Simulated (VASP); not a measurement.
Given:

```
NiSi
1.0
    4.46240     0.00000     0.00000
    0.00000     4.46240     0.00000
    0.00000     0.00000     4.46240
Ni Si
4 4
Direct
  0.14881   0.14881   0.14881
  0.64881   0.35119   0.85119
  0.85119   0.64881   0.35119
  0.35119   0.85119   0.64881
  0.84698   0.84698   0.84698
  0.34698   0.65302   0.15302
  0.15302   0.34698   0.65302
  0.65302   0.15302   0.34698
```

Level of theory: r2SCAN meta-GGA, VASP's PBE PAW potentials (set 64) (plane waves; VASP). Run with 400 eV cut-off, 8×8×8 Γ-centred mesh, tetrahedra with Blöchl corrections, potentials Ni Si.

The cores are frozen, which limits the accuracy of field gradients.

Q: Give the principal components of the electric field gradient (V/Å²) and the asymmetry η at each nucleus.

A: 
```json
[
 {"atom": "Ni1", "Vxx": "-0.7", "Vyy": "-0.7", "Vzz": "1.3", "η": "0.00"},
 {"atom": "Ni2", "Vxx": "-0.7", "Vyy": "-0.7", "Vzz": "1.3", "η": "0.00"},
 {"atom": "Ni3", "Vxx": "-0.7", "Vyy": "-0.7", "Vzz": "1.3", "η": "0.00"},
 {"atom": "Ni4", "Vxx": "-0.7", "Vyy": "-0.7", "Vzz": "1.3", "η": "0.00"},
 {"atom": "Si5", "Vxx": "6.9", "Vyy": "6.9", "Vzz": "-13.9", "η": "0.00"},
 {"atom": "Si6", "Vxx": "6.9", "Vyy": "6.9", "Vzz": "-13.9", "η": "0.00"},
 {"atom": "Si7", "Vxx": "6.9", "Vyy": "6.9", "Vzz": "-13.9", "η": "0.00"},
 {"atom": "Si8", "Vxx": "6.9", "Vyy": "6.9", "Vzz": "-13.9", "η": "0.00"}
]
```

The structure was generated: SiNi was put into the FeSi type (P2_13), which need not be its known phase. It was relaxed first. The run is not spin-polarised, so no magnetic state was tried.
